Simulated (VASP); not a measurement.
Energy against volume of HfB2 (AlB2 type). All values below come from PBE GGA with D3 dispersion (zero damping), VASP's PBE PAW potentials (set 64) (plane waves; VASP). Settings: 520 eV cut-off, 11×11×9 Γ-centred mesh, first-order Methfessel-Paxton smearing of 0.10 eV, potentials Hf_pv B.

Shape and ions are relaxed at each volume.

```csv
V (Å³/atom),E (eV/atom)
9.499,-9.05423
9.793,-9.06169
10.086,-9.05460
10.380,-9.03491
```

Task: Fit these four points and predict the energy of the run at 9.205 Å³/atom.

Result: A cubic in V^(−2/3), the third-order Birch-Murnaghan form, passes through the four points with V0 = 9.79 Å³/atom and B0 = 265 GPa, and gives -9.0298 eV/atom there. The run gave -9.0299 eV/atom, -0.1 meV/atom from the fit; all five points give B0 = 265 GPa.

The compound is HfB2 in the AlB2 type structure. It was relaxed first.
